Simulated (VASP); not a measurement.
Given:

```xyz
3
Lattice="0.0000 3.1890 3.1890 3.1890 0.0000 3.1890 3.1890 3.1890 0.0000" Properties=species:S:1:pos:R:3 pbc="T T T"
Mg     1.5945     1.5945     1.5945
Mg     4.7835     4.7835     4.7835
Ge     0.0000     0.0000     0.0000
```

Computed with rev-vdW-DF2, VASP's PBE PAW potentials (set 64) (plane waves; VASP 6.6.1). Run with 520 eV cut-off, Gaussian smearing of 0.050 eV, potentials Mg Ge_d.

### Question
Give the energies of bands 7 to 12 at the high-symmetry points, in eV from the valence-band maximum.

### Answer

```json
[
 {"band": "7", "Γ": "0.00", "X": "-4.51", "U": "-4.07", "L": "-4.83", "W": "-3.65"},
 {"band": "8", "Γ": "0.00", "X": "-2.00", "U": "-3.48", "L": "-0.73", "W": "-3.65"},
 {"band": "9", "Γ": "0.00", "X": "-2.00", "U": "-1.67", "L": "-0.73", "W": "-2.68"},
 {"band": "10", "Γ": "1.05", "X": "0.19", "U": "0.75", "L": "1.03", "W": "2.81"},
 {"band": "11", "Γ": "2.87", "X": "0.58", "U": "3.16", "L": "2.81", "W": "3.77"},
 {"band": "12", "Γ": "2.87", "X": "7.92", "U": "6.08", "L": "2.81", "W": "3.81"}
]
```

The gap is indirect, 0.19 eV, from the valence maximum at Γ to the conduction minimum at X.

Measured: gap 0.74 eV (computed value off by -0.55 eV), as given by Byungki Ryu et al., Journal of the Korean Physical Society (2019), arXiv:1905.06140.

The compound is Mg2Ge in the antifluorite structure. It was relaxed first.
